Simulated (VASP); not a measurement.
Output of a VASP run:

### OUTCAR
```
 ion  position               nearest neighbor table
   1  0.250  0.250  0.250-   3 2.54   3 2.54   3 2.54   3 2.54   2 2.93   2 2.93   2 2.93   2 2.93
                             2 2.93   2 2.93
   2  0.750  0.750  0.750-   3 2.54   3 2.54   3 2.54   3 2.54   1 2.93   1 2.93   1 2.93   1 2.93
                             1 2.93   1 2.93
   3  0.000  0.000  0.000-   1 2.54   2 2.54   2 2.54   2 2.54   2 2.54   1 2.54   1 2.54   1 2.54
  LATTYP: Found a face centered cubic cell.
 ALAT       =     5.8697653618
 Subroutine PRICEL returns:
 Original cell was already a primitive cell.
 Subroutine GETGRP returns: Found 48 space group operations
The static configuration has the point symmetry O_h .
The dynamic configuration has the point symmetry O_h .
 Subroutine INISYM returns: Found 48 space group operations
 Subroutine IBZKPT returns following result:
 Found     35 irreducible k-points:

 Following reciprocal coordinates:
            Coordinates               Weight
  0.000000  0.000000  0.000000      1.000000
  0.111111  0.000000  0.000000      8.000000
  0.222222  0.000000  0.000000      8.000000
  0.333333  0.000000  0.000000      8.000000
  0.444444  0.000000  0.000000      8.000000
  0.111111  0.111111  0.000000      6.000000
  0.222222  0.111111  0.000000     24.000000
  0.333333  0.111111  0.000000     24.000000
  0.444444  0.111111  0.000000     24.000000
 -0.444444  0.111111  0.000000     24.000000
 -0.333333  0.111111  0.000000     24.000000
 -0.222222  0.111111  0.000000     24.000000
 -0.111111  0.111111  0.000000     12.000000
  0.222222  0.222222  0.000000      6.000000
  0.333333  0.222222  0.000000     24.000000
  0.444444  0.222222  0.000000     24.000000
 -0.444444  0.222222  0.000000     24.000000
 -0.333333  0.222222  0.000000     24.000000
 -0.222222  0.222222  0.000000     12.000000
  0.333333  0.333333  0.000000      6.000000
  0.444444  0.333333  0.000000     24.000000
 -0.444444  0.333333  0.000000     24.000000
 -0.333333  0.333333  0.000000     12.000000
  0.444444  0.444444  0.000000      6.000000
 -0.444444  0.444444  0.000000     12.000000
  0.333333  0.222222  0.111111     24.000000
  0.444444  0.222222  0.111111     48.000000
 -0.444444  0.222222  0.111111     48.000000
  0.444444  0.333333  0.111111     24.000000
 -0.444444  0.333333  0.111111     48.000000
 -0.333333  0.333333  0.111111     48.000000
 -0.222222  0.333333  0.111111     24.000000
 -0.444444  0.444444  0.111111     24.000000
 -0.333333  0.444444  0.111111     24.000000
 -0.333333  0.444444  0.222222     24.000000
   k-points           NKPTS =     35   k-points in BZ     NKDIM =     35   number of bands    NBANDS=     12
   number of dos      NEDOS =    301   number of ions     NIONS =      3
   total plane-waves  NPLWV =  32768
   dimension x,y,z NGX =    32 NGY =   32 NGZ =   32
   dimension x,y,z NGXF=    64 NGYF=   64 NGZF=   64
   ions per type =               2   1
   PREC   = accura    normal or accurate (medium, high low for compatibility)
   ISTART =      0    job   : 0-new  1-cont  2-samecut
   ICHARG =      2    charge: 1-file 2-atom 10-const
   ISPIN  =      1    spin polarized calculation?
   LNONCOLLINEAR =      F non collinear calculations
   LSORBIT =      F    spin-orbit coupling
   INIWAV =      1    electr: 0-lowe 1-rand  2-diag
   ENCUT  =  520.0 eV  38.22 Ry    6.18 a.u.   7.72  7.72  7.72*2*pi/ulx,y,z
   NELM   =    100;   NELMIN=  2; NELMDL= -5     # of ELM steps
   EDIFF  = 0.1E-06   stopping-criterion for ELM
   LREAL  =      F    real-space projection
   NLSPLINE    = F    spline interpolate recip. space projectors
   LMAXMIX     =    6 max onsite mixed and CHGCAR
   VOSKOWN=      0    Vosko Wilk Nusair interpolation
   EDIFFG = 0.1E-05   stopping-criterion for IOM
   NSW    =      0    number of steps for IOM
   NBLOCK =      1;   KBLOCK =      1    inner block; outer block
   IBRION =     -1    ionic relax: 0-MD 1-quasi-New 2-CG
   NFREE  =      0    steps in history (QN), initial steepest desc. (CG)
   ISIF   =      2    stress and relaxation
...
```

### OSZICAR
```
       N       E                     dE             d eps       ncg     rms          rms(c)
DAV:   1     0.621992214501E+02    0.62199E+02   -0.73536E+03   864   0.119E+03
DAV:   2    -0.122602819621E+02   -0.74460E+02   -0.68700E+02   952   0.209E+02
DAV:   3    -0.141822845041E+02   -0.19220E+01   -0.18397E+01  1076   0.332E+01
DAV:   4    -0.141981516757E+02   -0.15867E-01   -0.15854E-01  1004   0.335E+00
DAV:   5    -0.141983651483E+02   -0.21347E-03   -0.21347E-03  1048   0.424E-01    0.996E+00
DAV:   6    -0.128912278115E+02    0.13071E+01   -0.66105E+00   980   0.292E+01    0.408E+00
DAV:   7    -0.128097925574E+02    0.81435E-01   -0.27553E-01   920   0.621E+00    0.195E+00
DAV:   8    -0.127726546457E+02    0.37138E-01   -0.24104E-02   988   0.122E+00    0.403E-01
DAV:   9    -0.127713911718E+02    0.12635E-02   -0.31091E-03   952   0.659E-01    0.188E-01
DAV:  10    -0.127715579675E+02   -0.16680E-03   -0.29468E-04   904   0.141E-01    0.393E-02
DAV:  11    -0.127715525962E+02    0.53713E-05   -0.73714E-06  1044   0.236E-02    0.135E-02
DAV:  12    -0.127715563963E+02   -0.38001E-05   -0.81791E-06   876   0.195E-02    0.446E-03
DAV:  13    -0.127715564004E+02   -0.40973E-08   -0.13180E-07   788   0.396E-03
   1 F= -.12771556E+02 E0= -.12771678E+02  d E =0.364145E-03
```

**OUTCAR**
```
------------------------ aborting loop because EDIFF is reached ----------------------------------------
  FORCE on cell =-STRESS in cart. coord.  units (eV):
  Direction    XX          YY          ZZ          XY          YZ          ZX
  --------------------------------------------------------------------------------------
  Total        2.6973841      2.6973841      2.6973841     -0.0000000     -0.0000000     -0.0000000
  in kB       85.4773694     85.4773694     85.4773694     -0.0000000     -0.0000000     -0.0000000
  external PRESSURE =      85.4773694 kB  Pullay stress =       0.0000000 kB
  volume of cell :       50.56
      direct lattice vectors                 reciprocal lattice vectors
     0.000000000  2.934882681  2.934882681    -0.170364561  0.170364561  0.170364561
     2.934882681  0.000000000  2.934882681     0.170364561 -0.170364561  0.170364561
     2.934882681  2.934882681  0.000000000     0.170364561  0.170364561 -0.170364561
 POSITION                                       TOTAL-FORCE (eV/Angst)
 -----------------------------------------------------------------------------------
      1.46744      1.46744      1.46744        -0.000000     -0.000000     -0.000000
      4.40232      4.40232      4.40232        -0.000000      0.000000      0.000000
      0.00000      0.00000      0.00000         0.000000     -0.000000      0.000000
 -----------------------------------------------------------------------------------
    total drift:                                0.000000     -0.000000      0.000000
  FREE ENERGIE OF THE ION-ELECTRON SYSTEM (eV)
  ---------------------------------------------------
  free  energy   TOTEN  =       -12.7715564004 eV

  energy  without entropy=      -12.7719205456  energy(sigma->0) =      -12.77167778
```
(Selected blocks of OUTCAR.)

**POSCAR**
```
AuAl2
1
    0.0000000000     2.9348826809     2.9348826809
    2.9348826809     0.0000000000     2.9348826809
    2.9348826809     2.9348826809     0.0000000000
Al Au
2 1
Direct
  0.2500000000   0.2500000000   0.2500000000
  0.7500000000   0.7500000000   0.7500000000
  0.0000000000   0.0000000000   0.0000000000
```

Problem. Write an INCAR and KPOINTS that could have produced this output.

Solution. This is not unique; one that fits is the input of the run itself, AM05 GGA, plane waves, VASP's PBE PAW potentials (set 64).

INCAR:
```
SYSTEM = AuAl2
PREC = Accurate; ENCUT = 520; LREAL = F
LASPH = T
EDIFF = 1E-7; NELM = 100; ALGO = Normal
LMAXMIX = 6
ISMEAR = 1; SIGMA = 0.1
GGA = AM
ISIF = 2
LWAVE = F; LCHARG = F
```

KPOINTS:
```
Automatic mesh
0
Gamma
9 9 9
0 0 0
```

POTCAR, in this order: Al Au (PBE.64 set). Program: vasp_std.

The compound is AuAl2 in the fluorite structure. This cell is one point of a volume scan, at 0.94 of the reference volume. The electron count is odd and the run is not spin-polarised, which forces a metal.
